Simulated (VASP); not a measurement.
Input:

```yaml
crystal:
  lattice:
    - [0.00000, 2.75050, 2.75050]
    - [2.75050, 0.00000, 2.75050]
    - [2.75050, 2.75050, 0.00000]
  atoms:
    - { symbol: Ga, position: [0.00000, 0.00000, 0.00000] }
    - { symbol: P, position: [0.25000, 0.25000, 0.25000] }
```

These are PBE GGA, VASP's PBE PAW potentials (set 64) (plane waves; VASP) values and carry that method's errors. Numerical set-up: 400 eV cut-off, 15×15×15 Γ-centred mesh, Gaussian smearing of 0.010 eV, potentials Ga_d P.

Q: Predict the energy per atom (σ→0), band gap (on the k-mesh) with the smallest direct gap where there is one.

A: 
The band gap (on the k-mesh) is 1.60 eV, the smallest direct gap (on the k-mesh) is 1.60 eV and the energy per atom (σ→0) is -4563 meV/atom.

Only differences to runs with the same potentials and settings are physical.

The compound is GaP in the zinc blende structure. It was relaxed first.
